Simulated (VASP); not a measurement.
```
CELL_PARAMETERS angstrom
      3.88350    -2.16476    -0.03039
      3.88350     2.16476    -0.03039
      2.70466     0.00000     3.52895
ATOMIC_POSITIONS crystal
  Sb 0.23605 0.23605 0.23605
  Sb 0.76395 0.76395 0.76395
```

Computed with PBE GGA with D3 dispersion (Becke-Johnson damping), VASP's PBE PAW potentials (set 64) (plane waves; VASP). Settings: 520 eV cut-off, 8×8×8 Γ-centred mesh, tetrahedra with Blöchl corrections, potentials Sb.

Unless said otherwise, spin-orbit coupling is left out, though it shifts the bands of the heavy elements here.

**Question.** Predict the energy per atom (σ→0), band gap (on the k-mesh) with the smallest direct gap where there is one.

**Answer.** 
The band gap (on the k-mesh) comes out as none (metal, semimetal or under 0.01 eV). The energy per atom (σ→0) is -4603 meV/atom.

Only differences to runs with the same potentials and settings are physical.

The compound is Sb in the a7 structure. It was relaxed first.
